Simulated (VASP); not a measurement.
An input for Quantum ESPRESSO's pw.x (written as the equivalent of a VASP run, and not itself run):

```
&CONTROL
  calculation = 'vc-relax'
  pseudo_dir = './pseudo'
  outdir = './out'
  tprnfor = .true.
  tstress = .true.
  nstep = 40
  forc_conv_thr = 0.00078
/
&SYSTEM
  ibrav = 0
  nat = 2
  ntyp = 2
  ecutwfc = 80
  occupations = 'smearing'
  smearing = 'gaussian'
  degauss = 0.003675
  input_dft = 'pbe'
/
&ELECTRONS
  conv_thr = 7.3e-08
  electron_maxstep = 100
/
&IONS
/
&CELL
  press = 300
/
ATOMIC_SPECIES
  In 114.818 In.upf
  Sb 121.760 Sb.upf
CELL_PARAMETERS angstrom
     0.0000000    2.9504002    2.9504002
     2.9504002    0.0000000    2.9504002
     2.9504002    2.9504002   -0.0000000
ATOMIC_POSITIONS crystal
  In   0.0000000  0.0000000  0.0000000
  Sb   0.2500000  0.2500000  0.2500000
K_POINTS automatic
  8 8 8 0 0 0
```

Task: Translate this input to VASP (INCAR, KPOINTS, POSCAR, choice of POTCAR).

Result: One answer among several that fit: 
**POSCAR**
```
InSb
1
    0.0000000000     2.9504002206     2.9504002206
    2.9504002206     0.0000000000     2.9504002206
    2.9504002206     2.9504002206    -0.0000000000
In Sb
1 1
Direct
  0.0000000000   0.0000000000   0.0000000000
  0.2500000000   0.2500000000   0.2500000000
```

### INCAR
```
# general
SYSTEM   =  InSb
PREC     =  Accurate
ENCUT    =  500   # plane-wave cut-off (eV)
LREAL    =  .False.
LASPH    =  .True.

# electronic loop
EDIFF    =  1E-6   # SCF stop (eV)
NELM     =  100   # most electronic steps
ALGO     =  Normal
LMAXMIX  =  4

# smearing
ISMEAR   =  0
SIGMA    =  0.05   # width (eV)

# functional
GGA      =  PE   # PBE

# ions
IBRION   =  2
NSW      =  40   # most ionic steps
ISIF     =  3   # ions, shape and volume
EDIFFG   =  -0.02
PSTRESS  =  300   # kbar

# output
LWAVE    =  .False.
LCHARG   =  .False.
```

### KPOINTS
```
Automatic mesh
0
Gamma
8 8 8
0 0 0
```

POTCAR, in this order: In_d Sb (PBE.64 set). Program: vasp_std.

What does not carry over: the potentials are each code's own (VASP's PAW set, PseudoDojo norm-conserving files in pw.x), so ENCUT and ecutwfc are chosen apart and not converted; conv_thr bounds pw.x's estimated SCF error, while EDIFF bounds the energy change between steps; forc_conv_thr acts on force components and is met together with etot_conv_thr.

The compound is InSb in the zinc blende structure. It was relaxed first under an external pressure of 30 GPa.
